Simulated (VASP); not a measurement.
Input:

```xyz
2
Lattice="2.7411 0.0000 0.0000 0.0000 2.7411 0.0000 0.0000 0.0000 2.7411" Properties=species:S:1:pos:R:3 pbc="T T T"
Ta     0.0000     0.0000     0.0000
N      1.3706     1.3706     1.3706
```

Level of theory: r2SCAN meta-GGA, VASP's PBE PAW potentials (set 64) (plane waves; VASP). Numerical set-up: 520 eV cut-off, 15×15×15 Γ-centred mesh, tetrahedra with Blöchl corrections, potentials Ta_pv N.

Q: The job: TaN (relaxed from the CsCl structure, space group Pm-3m), 2 atoms, r2SCAN, static run, 520 eV, 15×15×15 Γ-centred mesh. Roughly how much core time does it take on a busy server core?

A: About 3 core-minutes (one run on a shared machine, a rough figure). It had 120 irreducible k-points, 12 bands, up to 565 plane waves and 19 electronic steps.

The structure was generated: TaN was put into the CsCl type (Pm-3m), which need not be its known phase. It was relaxed first, which changed the volume by -13 %.
